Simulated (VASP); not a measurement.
Level of theory: PBE GGA, VASP's PBE PAW potentials (set 64) (plane waves; VASP).

VASP ran on this input.

File KPOINTS:
```
Automatic mesh
0
Gamma
5 5 5
0 0 0
```

INCAR:
```
SYSTEM  =  MnS
PREC  =  Accurate; ENCUT  =  300; LREAL  =  .False.
LASPH  =  .True.
EDIFF  =  1E-6; NELM  =  100; ALGO  =  Normal
LMAXMIX  =  4
ISMEAR  =  -1; SIGMA  =  0.01
GGA  =  PE
MAGMOM  =  5.0 -5.0 2*0.0
ISPIN  =  2
ISIF  =  2
LWAVE  =  .False.; LCHARG  =  .False.; LORBIT  =  11
```

POSCAR:
```
MnS
1
    5.1723830000     2.5861920000     2.5861920000
    2.5861920000     5.1723830000     2.5861920000
    2.5861920000     2.5861920000     5.1723830000
Mn S
2 2
Direct
  0.0000000000   0.0000000000   0.0000000000
  0.5000000000   0.5000000000   0.5000000000
  0.2500000000   0.2500000000   0.2500000000
  0.7500000000   0.7500000000   0.7500000000
```

POTCAR, in this order: Mn_pv S (PBE.64 set). Program: vasp_std.

The resulting files:

### OSZICAR
```
       N       E                     dE             d eps       ncg     rms          rms(c)
DAV:   1     0.279956552814E+03    0.27996E+03   -0.16604E+04  2068   0.124E+03
DAV:   2    -0.404487040390E+01   -0.28400E+03   -0.27975E+03  1804   0.387E+02
DAV:   3    -0.299190597870E+02   -0.25874E+02   -0.25454E+02  2467   0.109E+02
DAV:   4    -0.305666580951E+02   -0.64760E+00   -0.64721E+00  2056   0.174E+01
DAV:   5    -0.305787832496E+02   -0.12125E-01   -0.12124E-01  2227   0.269E+00    0.163E+01
DAV:   6    -0.281319515030E+02    0.24468E+01   -0.21195E+01  2280   0.421E+01    0.136E+01
DAV:   7    -0.284015069762E+02   -0.26956E+00   -0.18778E+00  1972   0.133E+01    0.813E+00
DAV:   8    -0.284224401848E+02   -0.20933E-01   -0.33135E-01  2406   0.564E+00    0.361E+00
DAV:   9    -0.284148184815E+02    0.76217E-02   -0.67596E-02  2414   0.265E+00    0.514E-01
DAV:  10    -0.284208116487E+02   -0.59932E-02   -0.53099E-03  2000   0.700E-01    0.243E-01
DAV:  11    -0.284211937924E+02   -0.38214E-03   -0.50109E-04  2147   0.181E-01    0.153E-01
DAV:  12    -0.284213000074E+02   -0.10621E-03   -0.14804E-04  2042   0.761E-02    0.752E-02
DAV:  13    -0.284213185585E+02   -0.18551E-04   -0.25251E-05  1958   0.428E-02    0.144E-02
DAV:  14    -0.284213180984E+02    0.46011E-06   -0.13759E-05  2098   0.203E-02    0.741E-03
DAV:  15    -0.284213191113E+02   -0.10129E-05   -0.11970E-06  1140   0.146E-02    0.297E-03
DAV:  16    -0.284213190775E+02    0.33827E-07   -0.13795E-07  1140   0.307E-03
   1 F= -.28421319E+02 E0= -.28421319E+02  d E =-.557220E-14  mag=    -0.0000
```

File OUTCAR:
```
------------------------ aborting loop because EDIFF is reached ----------------------------------------
  FORCE on cell =-STRESS in cart. coord.  units (eV):
  Direction    XX          YY          ZZ          XY          YZ          ZX
  --------------------------------------------------------------------------------------
  Total       -0.8650551     -0.8650551     -0.8650551     -0.1160789     -0.1160789     -0.1160789
  in kB      -20.0314524    -20.0314524    -20.0314524     -2.6879558     -2.6879558     -2.6879558
  external PRESSURE =     -20.0314524 kB  Pullay stress =       0.0000000 kB
  volume of cell :       69.19
      direct lattice vectors                 reciprocal lattice vectors
     5.172383000  2.586192000  2.586192000     0.290001773 -0.096667270 -0.096667270
     2.586192000  5.172383000  2.586192000    -0.096667270  0.290001773 -0.096667270
     2.586192000  2.586192000  5.172383000    -0.096667270 -0.096667270  0.290001773
 POSITION                                       TOTAL-FORCE (eV/Angst)
 -----------------------------------------------------------------------------------
      0.00000      0.00000      0.00000        -0.000000      0.000000     -0.000000
      5.17238      5.17238      5.17238         0.000000     -0.000000      0.000000
      2.58619      2.58619      2.58619         0.000000      0.000000      0.000000
      7.75858      7.75858      7.75858        -0.000000     -0.000000     -0.000000
 -----------------------------------------------------------------------------------
    total drift:                                0.000000     -0.000000      0.000000
  FREE ENERGIE OF THE ION-ELECTRON SYSTEM (eV)
  ---------------------------------------------------
  free  energy   TOTEN  =       -28.4213190775 eV

  energy  without entropy=      -28.4213190775  energy(sigma->0) =      -28.42131908

 total charge

# of ion       s       p       d       tot
------------------------------------------
    1        0.213   6.164   4.952  11.329
    2        0.213   6.164   4.952  11.329
    3        1.325   2.418   0.000   3.743
    4        1.325   2.418   0.000   3.743
--------------------------------------------------
tot          3.076  17.164   9.904  30.144

 magnetization (x)

# of ion       s       p       d       tot
------------------------------------------
    1        0.019   0.015   4.144   4.178
    2       -0.019  -0.015  -4.144  -4.178
    3        0.000   0.000   0.000   0.000
    4        0.000   0.000   0.000   0.000
--------------------------------------------------
tot          0.000   0.000   0.000   0.000
```
(Selected blocks of OUTCAR.)

At this cut-off the stress carries a Pulay error, which pulls relaxed volumes low.

The structure is a typed MnS crystal. The cell was not relaxed at this level, and its volume differs by -5.9 % from the start's.
